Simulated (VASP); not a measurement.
Input:

```xyz
1
Lattice="0.0000 1.9239 1.9239 1.9239 0.0000 1.9239 1.9239 1.9239 0.0000" Properties=species:S:1:pos:R:3 pbc="T T T"
Rh     0.0000     0.0000     0.0000
```

Calculation: revPBE GGA, VASP's PBE PAW potentials (set 64) (plane waves; VASP). Numerical set-up: 520 eV cut-off, 16×16×16 Γ-centred mesh, first-order Methfessel-Paxton smearing of 0.10 eV, potentials Rh_pv.

Task: Give the energy at these volumes per atom, relative to the lowest: 13.38, 13.81, 14.23, 14.66, 15.09 Å³.

Result: 45.2, 10.8, 0.0, 8.7, 33.6 meV/atom. A third-order Birch-Murnaghan fit gives B0 = 243 GPa and B0′ = 5.2.

Measured: bulk modulus 271 GPa at 0 K (computed value off by -10.4 %), as given by H. Levämäki et al., Physical Review B (2014), arXiv:1402.3671 [corrected for temperature and zero-point phonon effects]; a 3.794 Å at 0 K (computed value off by +1.4 %), as given by Daniel Mejia-Rodriguez et al., Physical Review B (2018), arXiv:1807.09216 [static lattice: zero-point anharmonic expansion removed].

The compound is Rh in the fcc structure. It was relaxed first.
